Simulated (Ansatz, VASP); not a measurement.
# PbO2: VASP beside Ansatz, part 2 of 2

Wanted: the spread between two codes on one cell, functional and k mesh. The cell is taken from a series of runs on this material, whose earlier steps may have relaxed, scaled, displaced or heated it; both programs get it as it stands.

VASP 6.6.1 and Ansatz 0.2.0.

So far: The structure; VASP: relaxation of cell and atoms, PBEsol, pair 1; Ansatz: relaxation of cell and atoms, PBEsol, pair 1; Comparison.

### 5. VASP: relaxation of cell and atoms, PBEsol, pair 2

Level of this step: PBEsol; plane waves and PAW (Pb_d, O) (VASP).

The relaxed volume is the usual yardstick between codes: in a stiff, nearly cubic crystal its relative difference is about their pressure difference at one cell divided by the bulk modulus.

Contents of INCAR:

```
SYSTEM = PbO2
PREC = Accurate
ENCUT = 600
EDIFF = 1E-07
NELM = 120
ISMEAR = 1
SIGMA = 0.2
LREAL = .FALSE.
ALGO = Normal
GGA = PS
NBANDS = 19
LORBIT = 11
LWAVE = .FALSE.
LCHARG = .FALSE.
ISIF = 3
IBRION = 2
NSW = 80
EDIFFG = -0.005
LASPH = .TRUE.
GGA_COMPAT = .FALSE.
NELMIN = 4
KPAR = 2
```

Contents of POSCAR:

```
PbO2
1.0
    0.0000000000      2.6647420000      2.6647420000
    2.6647420000      0.0000000000      2.6647420000
    2.6647420000      2.6647420000      0.0000000000
Pb O
1 2
Direct
    0.0000000000      0.0000000000      0.0000000000
    0.2500000000      0.2500000000      0.2500000000
    0.7500000000      0.7500000000      0.7500000000
```

Contents of KPOINTS:

```
Automatic mesh
0
Gamma
16 16 16
0 0 0
```

PAW data sets: Pb_d and O (PBE family, release 64).

Command:

```
$ mpirun -np 2 vasp_std
```

Numbers of over 12 decimals in the logs are rounded to 6 here.

Output:

```text
[banner, memory and clock lines left out]
running    2 mpi-ranks, on    1 nodes
[...]
[... a notice as in an earlier step ...]

 LDA part: xc-table for (Slater+PW92), standard interpolation
 POSCAR, INCAR and KPOINTS ok, starting setup
[...]
entering main loop
       N       E                     dE             d eps       ncg     rms          rms(c)
DAV:   1     0.279034024145E+03    0.27903E+03   -0.15072E+04  5578   0.188E+03
DAV:   2     0.696952670403E+01   -0.27206E+03   -0.26091E+03  5946   0.465E+02
DAV:   3    -0.184392956417E+02   -0.25409E+02   -0.24756E+02  6558   0.144E+02
DAV:   4    -0.192184826954E+02   -0.77919E+00   -0.77726E+00  6305   0.250E+01
[...]
DAV:  12    -0.167963533842E+02    0.35056E-06   -0.29250E-05  5987   0.430E-02    0.707E-03
DAV:  13    -0.167963531243E+02    0.25981E-06   -0.24110E-06  6567   0.129E-02    0.547E-04
DAV:  14    -0.167963531102E+02    0.14149E-07   -0.16679E-07  4826   0.510E-03
   1 F= -.16796353E+02 E0= -.16797679E+02  d E =-.167964E+02
[...]
DAV:   6    -0.167963540414E+02    0.10663E-06   -0.54134E-08  3085   0.697E-03    0.315E-04
DAV:   7    -0.167963541440E+02   -0.10261E-06   -0.28737E-08  2962   0.192E-03    0.795E-05
DAV:   8    -0.167963541584E+02   -0.14409E-07   -0.51139E-09  2920   0.906E-04
   2 F= -.16796354E+02 E0= -.16797690E+02  d E =-.104818E-05
 trial-energy change:   -0.000001  1 .order   -0.000002   -0.000025    0.000021
 step:   0.5125(harm=  0.5440)  dis= 0.00000  next Energy=   -16.796359 (dE=-0.624E-05)
[...]
N       E                     dE             d eps       ncg     rms          rms(c)
DAV:   1    -0.167964161471E+02   -0.62003E-04   -0.17866E-03  7039   0.785E-01    0.475E-02
DAV:   2    -0.167963667311E+02    0.49416E-04   -0.12474E-04  7204   0.180E-01    0.151E-02
DAV:   3    -0.167963586052E+02    0.81259E-05   -0.20996E-05  6998   0.124E-01    0.315E-03
DAV:   4    -0.167963586841E+02   -0.78894E-07   -0.25596E-06  8465   0.266E-02    0.984E-04
DAV:   5    -0.167963591368E+02   -0.45270E-06   -0.19236E-07  4579   0.422E-03    0.314E-04
DAV:   6    -0.167963591833E+02   -0.46532E-07   -0.36813E-08  2845   0.367E-03
   3 F= -.16796359E+02 E0= -.16797690E+02  d E =-.607313E-05
[...]
reached required accuracy - stopping structural energy minimisation
```

OUTCAR, selected parts (step 5):

```text
  Total        0.0003958      0.0003958      0.0003958      0.0000000     -0.0000000      0.0000000
  in kB        0.0167455      0.0167455      0.0167455      0.0000000     -0.0000000      0.0000000
  external PRESSURE =       0.0167455 kB  Pullay stress =       0.0000000 kB

 POSITION                                       TOTAL-FORCE (eV/Angst)
 -----------------------------------------------------------------------------------
      0.00000      0.00000      0.00000        -0.000000      0.000000      0.000000
      1.33262      1.33262      1.33262        -0.000000     -0.000000      0.000000
      3.99786      3.99786      3.99786         0.000000      0.000000     -0.000000
 -----------------------------------------------------------------------------------
    total drift:                                0.000000     -0.000000      0.000000

  FREE ENERGIE OF THE ION-ELECTRON SYSTEM (eV)
  ---------------------------------------------------
  free  energy   TOTEN  =       -16.7963591833 eV

  energy  without entropy=      -16.8003515899  energy(sigma->0) =      -16.79768999

[... 1 part as in an earlier step ...]

[... 3 further parts left out ...]
[key lines of the parts left out:]
E-fermi :   6.0035
```

### 6. Ansatz: relaxation of cell and atoms, PBEsol, pair 2

The same cell, functional, mesh and smearing now go to Ansatz, which takes its cutoff from its data sets.

The cell is taken from a series of runs on this material, whose earlier steps may have relaxed, scaled, displaced or heated it; both programs get it as it stands.

Contents of input.yaml:

```yaml
crystal:
  lattice:
    - [0.0, 2.6647415015, 2.6647415015]
    - [2.6647415015, 0.0, 2.6647415015]
    - [2.6647415015, 2.6647415015, 0.0]
  atoms:
    - { symbol: Pb, position: [0.0, 0.0, 0.0] }
    - { symbol: O, position: [0.25, 0.25, 0.25] }
    - { symbol: O, position: [0.75, 0.75, 0.75] }
kpoints:
  mp_grid: { grid: [16, 16, 16] }
hamiltonian:
  xc: pbesol
  pseudopotentials: { kind: paw, azcp: { folder: soft_1 }, xc_functional: pbe }
scf:
  occupations: { method: methfessel_paxton, width: 0.2 }
output:
  forces: true
  stress: true
  eigenvalues: true
relax:
  adjacent_minimum: "off"
  f_tol: 0.001
  max_steps: 60
  cell: { stress_tol: 0.01 }
```

Command:

```
$ ansatz run input.yaml --threads 4 --pin off --max-ram 10240MiB --backend cpu --events-out ev --progress --plain --runs-dir out
```

Output:

```text
[...]
Crystal: 3 atoms, lattice volume = 37.844 Å³
Basis set: ecut = 420 eV, 725 PW (Γ), exchange–correlation on 54×54×54 points (8 copies of the dense FFT grid, shifted against one another)
Bands: 17, of which v1, the nominal top of the filled ones, is band 13 counted from 1 (12 counted from 0)
Symmetry: 48 space group operations
[...]
k-points: 145 of 4096
[...]
k-point 144: bands = [... 9 lower, 7.6072, 7.6072, 9.8958, 10.3560, 12.7806, 19.0910, 19.0910, 19.3383]
--- Relaxed structure (2 steps of the walk, 2 accepted, 1 SCFs on fresh bases) ---
[...]
cell:  # Å, volume = 37.8316 Å³
    - [0, 2.664455, 2.664455]
    - [2.664455, 0, 2.664455]
    - [2.664455, 2.664455, 0]
  atoms:
    - { symbol: Pb, position: [0, 0, 0] }
    - { symbol: O, position: [0.250000, 0.250000, 0.250000] }
    - { symbol: O, position: [0.750000, 0.750000, 0.750000] }
[key lines of the parts left out:]
SCF converged after 6 iterations
Free energy (F): -12876.109668 eV
Fermi energy:    10.316335 eV
P = ⅓ Tr σ = 0.0070 GPa (0.070 kbar)
```

### 7. Side by side

The two programs side by side:

```tsv
quantity	Ansatz	VASP	difference
volume (Å³)	37.83	37.87	-0.09 %
edge a after relaxation, in the typed setting (Å)	3.768	3.769	-0.03 %
```

### 8. Summary of results

```yaml
difference_in_volume_relaxation_of_cell_and_atoms_pbesol_pair_1: -0.061 %
difference_in_volume_relaxation_of_cell_and_atoms_pbesol_pair_2: -0.088 %
```

In words: The difference in volume is -0.088 % (relaxation of cell and atoms, PBEsol, pair 2), within the 1.2 % picked in this series as the mark of a large difference, as far as the stopping tolerances let one tell. 1 further pair of this series is not shown here. Such differences can come from data sets, numerical settings and the points named under the comparisons, not from the functional's error against experiment.

[Lines on the potential files, build, host, timing and source positions are cut from VASP's logs without a mark.]

[Logs are printed without paths, hosts, clocks, repeated set-up lines and the standing remarks that a program may print on its own settings, such as how far it seeks lower states.]

[Hosts, paths, dates, database ids (printed as entryN), source tags and the programs' standing remarks are cut or masked in the printed files.]
